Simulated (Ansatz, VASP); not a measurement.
**B6H10N (B6H10N (Fm-3)) in two plane-wave programs**

Wanted: the spread between two codes on one cell, functional and k mesh. The structure shown is the start of the Ansatz relaxation below; VASP solves that cell, so the two are compared at the walk's first step.

Calculated with Ansatz 0.2.0; plane waves, with VASP 6.6.1 beside it; single point at r2SCAN.

**1. The structure**

Symmetry: Fm-3, No. 202, cubic system. The conventional cell has a = 10.847 Å, b = 10.847 Å, c = 10.847 Å, α = 90.00°, β = 90.00°, γ = 90.00°. Nearest to B lie 1 H at 1.20 Å and 5 B at 1.77 to 1.78 Å. Nearest to H lie 1 N at 1.03 Å. Nearest to H lie 1 B at 1.20 Å. N has 4 H at 1.03 Å nearest. Farther neighbours and most contacts between anions are not listed.

**2. Ansatz: relaxation, r2SCAN**

Ansatz runs on its default PAW (the set named soft_2) files.

The two programs are compared at the cell with which this relaxation starts, whose forces are those of its first step.

input.yaml

```yaml
crystal:
  lattice:
    - [0.0, 5.4234952, 5.4234952]
    - [5.4234952, 0.0, 5.4234952]
    - [5.4234952, 5.4234952, 0.0]
  atoms:
    - { symbol: B, position: [0.55115732, 0.71431318, 0.28568682] }
    - { symbol: B, position: [0.71431318, 0.55115732, 0.44884268] }
    - { symbol: B, position: [0.44884268, 0.28568682, 0.71431318] }
    - { symbol: B, position: [0.28568682, 0.55115732, 0.71431318] }
    - { symbol: B, position: [0.28568682, 0.71431318, 0.44884268] }
    - { symbol: B, position: [0.44884268, 0.71431318, 0.55115732] }
    - { symbol: B, position: [0.71431318, 0.28568682, 0.55115732] }
    - { symbol: B, position: [0.55115732, 0.44884268, 0.71431318] }
    - { symbol: B, position: [0.71431318, 0.44884268, 0.28568682] }
    - { symbol: B, position: [0.55115732, 0.28568682, 0.44884268] }
    - { symbol: B, position: [0.44884268, 0.55115732, 0.28568682] }
    - { symbol: B, position: [0.28568682, 0.44884268, 0.55115732] }
    - { symbol: H, position: [0.69540916, 0.91377252, 0.69540916] }
    - { symbol: H, position: [0.69540916, 0.69540916, 0.91377252] }
    - { symbol: H, position: [0.91377252, 0.69540916, 0.69540916] }
    - { symbol: H, position: [0.69540916, 0.69540916, 0.69540916] }
    - { symbol: H, position: [0.30459084, 0.08622748, 0.30459084] }
    - { symbol: H, position: [0.30459084, 0.30459084, 0.08622748] }
    - { symbol: H, position: [0.08622748, 0.30459084, 0.30459084] }
    - { symbol: H, position: [0.30459084, 0.30459084, 0.30459084] }
    - { symbol: H, position: [0.58867206, 0.86585076, 0.13414923] }
    - { symbol: H, position: [0.86585076, 0.58867206, 0.41132794] }
    - { symbol: H, position: [0.41132794, 0.13414923, 0.86585077] }
    - { symbol: H, position: [0.13414923, 0.58867206, 0.86585077] }
    - { symbol: H, position: [0.13414923, 0.86585076, 0.41132794] }
    - { symbol: H, position: [0.41132794, 0.86585077, 0.58867206] }
    - { symbol: H, position: [0.13414923, 0.41132794, 0.58867206] }
    - { symbol: H, position: [0.41132794, 0.58867206, 0.13414923] }
    - { symbol: H, position: [0.58867206, 0.13414923, 0.41132794] }
    - { symbol: H, position: [0.86585077, 0.41132794, 0.13414923] }
    - { symbol: H, position: [0.58867206, 0.41132794, 0.86585077] }
    - { symbol: H, position: [0.86585077, 0.13414923, 0.58867206] }
    - { symbol: "N", position: [0.75, 0.75, 0.75] }
    - { symbol: "N", position: [0.25, 0.25, 0.25] }
basis:
  ecutwfc: 500
  xc_grid: 2
hamiltonian:
  xc: r2scan
kpoints:
  mp_grid: { grid: [5, 5, 5] }
scf:
  occupations: { method: fermi_dirac, width: 0.01 }
  max_iter: 150
output:
  forces: true
  stress: true
relax:
  f_tol: 0.01
  max_steps: 60
  cell: {}
checkpoint:
  write: "../r2scan.run"
  compress: false
  write_wavefunctions: false
  write_every: 100000
```

The run is started by

```console
ansatz run input.yaml --threads 4 --pin off --max-ram 6594MiB --backend cpu --events-out ev --progress --plain --runs-dir out
```

Numbers of over 12 decimals in the logs are rounded to 6 here.

The log of the run:

```text
Engine: ansatz 0.2.0, x86_64-unknown-linux-gnu
Pseudopotentials: kind: paw
Pseudopotential: B, paw, valence charge 3, recommended cutoff 500 eV (meta_gga), B.paw.azcp
Pseudopotential: H, paw, valence charge 1, recommended cutoff 500 eV (meta_gga), H.paw.azcp
Pseudopotential: N, paw, valence charge 5, recommended cutoff 500 eV (meta_gga), N.paw.azcp
Functional definition: r2SCAN
  parameter k0 = 0.174
  parameter k1 = 0.065
  parameter a1 = 4.9479
  exchange = r2scan_x(k0 = k0, k1 = k1, a1 = a1)
  correlation = r2scan_c
Crystal: 34 atoms, lattice volume = 319.057 Å³
Basis set: ecut = 500 eV, 7991 PW (Γ), exchange–correlation on 120×120×120 points (8 copies of the dense FFT grid, shifted against one another)
Bands: 67, of which v1, the nominal top of the filled ones, is band 33 counted from 1 (32 counted from 0)
Symmetry: 24 space group operations
Space group: Fm-3 (ITA 202), of the structure as read, at distance tolerance 6.8e-5 Å
k-points: 11 of 125
Non-local potential: B, projectors of the file, l = 0: 2, l = 1: 2, l = 2: 1
Non-local potential: H, projectors of the file, l = 0: 2, l = 1: 1
Non-local potential: N, projectors of the file, l = 0: 2, l = 1: 2, l = 2: 1
PAW form: soft (Blöchl's): semilocal exchange-correlation on the pseudo side does not see the compensation charge
PAW frozen core: B, regenerated for the run's functional (the file was generated under x = pbe(κ = 0.804, μ = 0.219515), c = pbe(β = 0.066725))
PAW frozen core: N, regenerated for the run's functional (the file was generated under x = pbe(κ = 0.804, μ = 0.219515), c = pbe(β = 0.066725))
PAW one-centre angular grid: B, 302 points (default); XC on 160 Gauss nodes
PAW one-centre angular grid: H, 302 points (default); XC on 160 Gauss nodes
PAW one-centre angular grid: N, 302 points (default); XC on 160 Gauss nodes
Initial density: superposition of atomic densities (neutral atoms: chi_scale 0, normalization atom), corrected by the library's trained network
Initial wavefunctions: pseudopotential atomic-orbital guess
Functional: x = r2scan, c = r2scan; τ floored in thin density (d = 2e-4 eV/Å³)
SCF iter   1: F=—  HF=-2976.920053 eV  |F-HF|=—  |Δ(HF+E_count)|=         —  Δρ=6.51e-3  dr2=2.06e-1  dr2_τ=2.33e0  ethr=1.77e-3  ⟨swp⟩=6.7  Hψ=3990  notcnv=0  defer=118
preconditioner: auto → Resta (q_TF=auto, 2.098 Å⁻¹)  ε∞=2.2  [insulator: Δε(μ)=6.078 eV  Ē_g=15.300 eV  σ=0.010 eV  W_gap=1.00  n_scr=58 (ndim 8)  ℏωp=16.9 eV  f_vac=0.199  D(μ)=0.00/eV (n_scr^D=0)  ε∞_Penn≈2.2]
SCF iter   2: F=—  HF=-2976.630184 eV  |F-HF|=—  |Δ(HF+E_count)|=   2.90e-1  Δρ=3.06e-3  dr2=2.25e-2  dr2_τ=1.91e-3  ethr=3.13e-4  ⟨swp⟩=3.0  Hψ=1339  notcnv=0  defer=302
SCF iter   3: F=—  HF=-2976.623135 eV  |F-HF|=—  |Δ(HF+E_count)|=   7.05e-3  Δρ=1.17e-3  dr2=3.43e-3  dr2_τ=1.17e-4  ethr=3.41e-5  ⟨swp⟩=3.4  Hψ=845  notcnv=0  defer=27
automatic band count: iteration 3 solves 42 bands in place of 67: the levels show a gap, and the empty bands left out lie too high to hold charge; the band table lists the bands solved (type scf.n_extra_bands for more)
SCF iter   4: F=—  HF=-2976.623713 eV  |F-HF|=—  |Δ(HF+E_count)|=   5.78e-4  Δρ=2.61e-4  dr2=1.75e-4  dr2_τ=2.69e-5  ethr=5.20e-6  ⟨swp⟩=3.0  Hψ=942  notcnv=0  defer=27
SCF iter   5: F=—  HF=-2976.623718 eV  |F-HF|=—  |Δ(HF+E_count)|=   5.63e-6  Δρ=8.90e-5  dr2=2.73e-5  dr2_τ=3.45e-6  ethr=2.66e-7  ⟨swp⟩=2.0  Hψ=746  notcnv=0  defer=27
SCF iter   6: F=—  HF=-2976.623906 eV  |F-HF|=—  |Δ(HF+E_count)|=   1.88e-4  Δρ=2.36e-5  dr2=2.28e-6  dr2_τ=8.25e-8  ethr=4.13e-8  ⟨swp⟩=2.2  Hψ=720  notcnv=0  defer=27
SCF iter   7: F=—  HF=-2976.623909 eV  |F-HF|=—  |Δ(HF+E_count)|=   3.33e-6  Δρ=6.10e-6  dr2=1.96e-7  dr2_τ=4.56e-9  ethr=3.46e-9  ⟨swp⟩=2.0  Hψ=798  notcnv=0  defer=27
SCF iter   8: F=-2976.623910 eV  HF=-2976.623910 eV  |F-HF|=2.87e-8  |Δ(HF+E_count)|=   5.92e-7  Δρ=2.29e-6  dr2=1.89e-8  dr2_τ=1.41e-9  ethr=1.52e-10  ⟨swp⟩=5.0  Hψ=1816  notcnv=0
SCF 1 converged in 8 iterations: F = -2976.623910 eV  dr2 = 1.89e-8
  greatest PAW one-centre occupation: 0.811 electrons in one spin orbital (limit 2), on the N atom at site 33 (counted from 0), in its partial waves of l = 0
relax step   1: F+E_penalty+E_count = -2976.62390993 eV  Δ(F+E_penalty+E_count) = +0.000e0 eV  max|allowed force component| = 3.257e-2 eV/Å  Δτ_max = 0.0000 Å  P = -0.113 GPa  Ω = 319.057 Å³  (8 SCF iters, dr2 threshold 1.00e-7 eV, accepted)
Crystal: 34 atoms, lattice volume = 322.215 Å³
Basis set: ecut = 500 eV, 8099 PW (Γ), exchange–correlation on 120×120×120 points (8 copies of the dense FFT grid, shifted against one another)
Initial density: handed on by an earlier stage of this run
Initial wavefunctions: those handed on with the density
iter 1 solved again at ethr=1.14e-5 eV; its pass at ethr=3.10e-3 eV (dr2=7.53e-3 eV) is discarded
[...]
Initial wavefunctions: pseudopotential atomic-orbital guess (no wavefunctions were taken with the density)
iter 1 solved again at ethr=1.82e-6 eV; its pass at ethr=3.10e-3 eV (dr2=1.20e-3 eV) is discarded
SCF iter   1: F=—  HF=-2976.624556 eV  |F-HF|=—  |Δ(HF+E_count)|=         —  Δρ=2.47e-5  dr2=2.08e-7  dr2_τ=9.90e-8  ethr=1.82e-6  ⟨swp⟩=7.7  Hψ=6118  notcnv=0  defer=4
[...]
basis re-selected at this cell: Δ(F+E_penalty+E_count) = -6.175e-4 eV, ΔP = +0.001 GPa vs the last step (what re-selecting the basis moved, of the pressure what is left beyond the Pulay correction that the steps carried, after the strain that the cell walked since its last selection, with what the two solves' SCF thresholds leave and, on support functions, any second-order correction that the steps lacked; it is no m [...]
SCF converged after 7 iterations
Free energy (F): -2976.624956 eV
Harris-Foulkes:  -2976.624956 eV  (|F-HF|=1.96e-11)
Internal energy: -2976.624956 eV  (E = F + TS)
E sigma→0 (E₀):  -2976.624956 eV
Fermi energy:    1.338665 eV
--- Per-component energies (eV) ---
  E_band       = -452.457643
  E_kinetic    = 1142.709951
  E_local      = -3353.106927  (includes V_loc(G=0)·N_el)
  E_nonlocal   = 257.606342
  E_hartree    = 1233.099396
  E_xc         = -678.985152
  E_vxc        = -924.307784  (∫ρ·V_xc dr)
  E_paw        = -1232.593973  (= ΣΔE_a)
  E_vpaw       = -90.929609  (= ΣTr[D̂ρ^β])
  E_aug_tail   = -0.009644  (compensation charges beyond the density's cutoff)
  E_vtau       = 49.381098  (kinetic-family band-sum trace: ∫τ·v_τ [+ j·A + Jᵃ·Aᵃ] dr)
  E_ewald      = -345.064514
  E_core_change = -0.280434  (= ΣΔE_core)
  E_smearing   = -0.000000  (= −TS)
  E_closure    = -0.000000  (closes the sum)
  Σ components = -2976.624956   (vs F -2976.624956, Δ=0.00e0)
--- Forces (eV/Å), atoms counted from 1 ---
  atom   1  B      0.00000000     0.00244944    -0.00202156
  atom   2  B     -0.00000000    -0.00244944    -0.00202156
  atom   3  B     -0.00000000    -0.00244944     0.00202156
  atom   4  B     -0.00202156     0.00000000     0.00244944
  atom   5  B     -0.00244944     0.00202156    -0.00000000
  atom   6  B     -0.00202156    -0.00000000    -0.00244944
  atom   7  B      0.00244944    -0.00202156     0.00000000
  atom   8  B     -0.00244944    -0.00202156    -0.00000000
  atom   9  B      0.00202156    -0.00000000    -0.00244944
  atom  10  B      0.00202156    -0.00000000     0.00244944
  atom  11  B      0.00244944     0.00202156     0.00000000
  atom  12  B      0.00000000     0.00244944     0.00202156
  atom  13  H     -0.00111259     0.00111259    -0.00111259
  atom  14  H     -0.00111259    -0.00111259     0.00111259
  atom  15  H      0.00111259    -0.00111259    -0.00111259
  atom  16  H      0.00111259     0.00111259     0.00111259
  atom  17  H      0.00111259    -0.00111259     0.00111259
  atom  18  H      0.00111259     0.00111259    -0.00111259
  atom  19  H     -0.00111259     0.00111259     0.00111259
  atom  20  H     -0.00111259    -0.00111259    -0.00111259
  atom  21  H     -0.00000000     0.00054623    -0.00130021
  atom  22  H      0.00000000    -0.00054623    -0.00130021
  atom  23  H      0.00000000    -0.00054623     0.00130021
  atom  24  H     -0.00130021    -0.00000000     0.00054623
  atom  25  H     -0.00054623     0.00130021     0.00000000
  atom  26  H     -0.00130021     0.00000000    -0.00054623
  atom  27  H     -0.00000000     0.00054623     0.00130021
  atom  28  H      0.00054623     0.00130021    -0.00000000
  atom  29  H      0.00130021    -0.00000000     0.00054623
  atom  30  H      0.00130021     0.00000000    -0.00054623
  atom  31  H     -0.00054623    -0.00130021     0.00000000
  atom  32  H      0.00054623    -0.00130021    -0.00000000
  atom  33  N      0.00000000    -0.00000000    -0.00000000
  atom  34  N     -0.00000000     0.00000000     0.00000000
  max |Σ_I F_I| component: 5.78e-18 eV/Å
--- Stress (GPa, compression-positive) ---
       -0.022368      -0.000000      -0.000000
       -0.000000      -0.022368      -0.000000
       -0.000000      -0.000000      -0.022368
  P = ⅓ Tr σ = -0.0224 GPa (-0.224 kbar)
--- Relaxed structure (3 steps of the walk, 3 accepted, 1 SCFs on fresh bases) ---
  F+E_penalty+E_count = -2976.62495570 eV   max|allowed force component| = 2.449e-3 eV/Å   (the final SCF, on the basis selected at the relaxed cell)
  cell:  # Å, volume = 320.9978 Å³
    - [0, 5.434472, 5.434472]
    - [5.434472, 0, 5.434472]
    - [5.434472, 5.434472, 0]
  atoms:
    - { symbol: B, position: [0.551061, 0.713806, 0.286194] }
    - { symbol: B, position: [0.713806, 0.551061, 0.448939] }
    - { symbol: B, position: [0.448939, 0.286194, 0.713806] }
    - { symbol: B, position: [0.286194, 0.551061, 0.713806] }
    - { symbol: B, position: [0.286194, 0.713806, 0.448939] }
    - { symbol: B, position: [0.448939, 0.713806, 0.551061] }
    - { symbol: B, position: [0.713806, 0.286194, 0.551061] }
    - { symbol: B, position: [0.551061, 0.448939, 0.713806] }
    - { symbol: B, position: [0.713806, 0.448939, 0.286194] }
    - { symbol: B, position: [0.551061, 0.286194, 0.448939] }
    - { symbol: B, position: [0.448939, 0.551061, 0.286194] }
    - { symbol: B, position: [0.286194, 0.448939, 0.551061] }
    - { symbol: H, position: [0.695584, 0.913247, 0.695584] }
    - { symbol: H, position: [0.695584, 0.695584, 0.913247] }
    - { symbol: H, position: [0.913247, 0.695584, 0.695584] }
    - { symbol: H, position: [0.695584, 0.695584, 0.695584] }
    - { symbol: H, position: [0.304416, 0.086753, 0.304416] }
    - { symbol: H, position: [0.304416, 0.304416, 0.086753] }
    - { symbol: H, position: [0.086753, 0.304416, 0.304416] }
    - { symbol: H, position: [0.304416, 0.304416, 0.304416] }
    - { symbol: H, position: [0.588515, 0.864967, 0.135033] }
    - { symbol: H, position: [0.864967, 0.588515, 0.411485] }
    - { symbol: H, position: [0.411485, 0.135033, 0.864967] }
    - { symbol: H, position: [0.135033, 0.588515, 0.864967] }
    - { symbol: H, position: [0.135033, 0.864967, 0.411485] }
    - { symbol: H, position: [0.411485, 0.864967, 0.588515] }
    - { symbol: H, position: [0.135033, 0.411485, 0.588515] }
    - { symbol: H, position: [0.411485, 0.588515, 0.135033] }
    - { symbol: H, position: [0.588515, 0.135033, 0.411485] }
    - { symbol: H, position: [0.864967, 0.411485, 0.135033] }
    - { symbol: H, position: [0.588515, 0.411485, 0.864967] }
    - { symbol: H, position: [0.864967, 0.135033, 0.588515] }
    - { symbol: N, position: [0.750000, 0.750000, 0.750000] }
    - { symbol: N, position: [0.250000, 0.250000, 0.25] }
```

In the SCF lines HF is the Harris–Foulkes energy and dr2 the Hartree energy of the density residual, in eV; the loop may stop once dr2 is under the threshold and the program's other checks hold. Hψ counts applications of the Hamiltonian.

(Continued in part 2 of 2.)

[Lines on the potential files, build, host, timing and source positions are cut from VASP's logs without a mark.]

[Logs are printed without paths, hosts, clocks, repeated set-up lines and the standing remarks that a program may print on its own settings, such as how far it seeks lower states.]

[Hosts, paths, dates, database ids (printed as entryN), source tags and the programs' standing remarks are cut or masked in the printed files.]
